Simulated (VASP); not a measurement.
Given:

```yaml
crystal:
  lattice:
    - [2.10494, 1.21529, 6.93134]
    - [-2.10494, 1.21529, 6.93134]
    - [0.00000, -2.43057, 6.93134]
  atoms:
    - { symbol: Mg, position: [0.99040, 0.99040, 0.99040] }
    - { symbol: Mg, position: [0.51044, 0.51044, 0.51044] }
    - { symbol: Te, position: [0.12245, 0.12245, 0.12245] }
    - { symbol: S, position: [0.62668, 0.62668, 0.62668] }
```

Method: LDA (Ceperley-Alder, Perdew-Zunger), VASP's LDA PAW potentials (set 64) (plane waves; VASP). Run with 400 eV cut-off, 7×7×7 Γ-centred mesh, tetrahedra with Blöchl corrections, potentials Mg Te S.

The cores are frozen, which limits the accuracy of field gradients.

Task: Give the principal components of the electric field gradient (V/Å²) and the asymmetry η at each nucleus.

Result: 
```csv
atom,Vxx,Vyy,Vzz,η
Mg1,-1.2,-1.2,2.4,0.00
Mg2,2.4,2.4,-4.9,0.00
Te3,-53.7,-53.7,107.4,0.00
S4,12.4,12.4,-24.9,0.00
```

The structure comes from a computed database's Mg2TeS entry (R3m); how it stands against other phases isn't given here. It was relaxed first, which changed the volume by -7 %.
